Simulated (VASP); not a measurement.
Input:

```
WSe2
1.0
    6.20424     0.00000     0.00000
    0.00000     6.20424     0.00000
    0.00000     0.00000     6.20424
W Se
4 8
Direct
  0.00000   0.00000   0.00000
  0.50000   0.50000   0.00000
  0.00000   0.50000   0.50000
  0.50000   0.00000   0.50000
  0.35905   0.35905   0.35905
  0.85905   0.14095   0.64095
  0.64095   0.85905   0.14095
  0.14095   0.64095   0.85905
  0.64095   0.64095   0.64095
  0.14095   0.85905   0.35905
  0.35905   0.14095   0.85905
  0.85905   0.35905   0.14095
```

Computed with r2SCAN meta-GGA, VASP's PBE PAW potentials (set 64) (plane waves; VASP). Settings: 400 eV cut-off, 6×6×6 Γ-centred mesh, tetrahedra with Blöchl corrections, potentials W_sv Se.

Unless said otherwise, spin-orbit coupling is left out, though it shifts the bands of the heavy elements here.

Task: Estimate the energy per atom (σ→0), band gap (over mesh and band path) with the smallest direct gap where there is one.

Result: 
```json
{
 "band gap (over mesh and band path)": "none (metal, semimetal or under 0.01 eV)",
 "energy per atom (σ→0)": "-26.572 eV/atom"
}
```

The absolute energy has meaning only against runs of the same code, potentials and settings.

The structure was generated: WSe2 was put into the pyrite type (Pa-3), which need not be its known phase. It was relaxed first, which changed the volume by -7 %.
